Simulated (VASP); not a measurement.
The input files of a VASP run:

### INCAR
```
LCHARG = F
LWAVE = F
LMAXMIX = 4   # l cut-off of mixed one-centre charges
GGA = PS
EDIFF = 1E-6
PREC = Accurate
IBRION = 2   # conjugate gradients
SIGMA = 0.05   # width (eV)
ISIF = 3   # ions, shape and volume
ALGO = Normal   # blocked Davidson
SYSTEM = ZnSe
NSW = 60
LREAL = F   # projection in real space or not
NELM = 100
EDIFFG = -0.02   # ionic stop
LASPH = T
ENCUT = 400   # plane-wave cut-off (eV)
ISMEAR = 0   # Gaussian
```

File POSCAR:
```
ZnSe
1
    5.6289501827     0.0000000000     0.0000000000
    0.0000000000     3.9898582710     0.0000000000
    0.0000000000     0.0000000000     3.9898582710
Zn Se
2 2
Direct
  0.0000000000   0.0000000000   0.0000000000
  0.5000000000   0.5000000000   0.5000000000
  0.2500000000   0.0000000000   0.5000000000
  0.7500000000   0.5000000000   0.0000000000
```

### KPOINTS
```
kpoints
0
Gamma
  4 5 5
0 0 0
```

POTCAR, in this order: Zn Se (PBE.64 set). Program: vasp_std.

### Question
Write an equivalent input for Quantum ESPRESSO's pw.x.

### Answer
One equivalent input (not run):
```
&CONTROL
  calculation = 'vc-relax'
  pseudo_dir = './pseudo'
  outdir = './out'
  tprnfor = .true.
  tstress = .true.
  nstep = 60
  forc_conv_thr = 0.00078
/
&SYSTEM
  ibrav = 0
  nat = 4
  ntyp = 2
  ecutwfc = 86
  occupations = 'smearing'
  smearing = 'gaussian'
  degauss = 0.003675
  input_dft = 'pbesol'
/
&ELECTRONS
  conv_thr = 7.3e-08
  electron_maxstep = 100
/
&IONS
/
&CELL
/
ATOMIC_SPECIES
  Zn 65.380 Zn.upf
  Se 78.971 Se.upf
CELL_PARAMETERS angstrom
     5.6289502    0.0000000    0.0000000
     0.0000000    3.9898583    0.0000000
     0.0000000    0.0000000    3.9898583
ATOMIC_POSITIONS crystal
  Zn   0.0000000  0.0000000  0.0000000
  Zn   0.5000000  0.5000000  0.5000000
  Se   0.2500000  0.0000000  0.5000000
  Se   0.7500000  0.5000000  0.0000000
K_POINTS automatic
  4 5 5 0 0 0
```
Limits of the translation: the potentials are each code's own (VASP's PAW set, PseudoDojo norm-conserving files in pw.x), so ENCUT and ecutwfc are chosen apart and not converted; conv_thr bounds pw.x's estimated SCF error, while EDIFF bounds the energy change between steps; forc_conv_thr acts on force components and is met together with etot_conv_thr.

The compound is ZnSe in the zinc blende structure. This run relaxes it. Symmetry was kept, so distortions that lower it aren't found. The start is the result of an earlier pass.
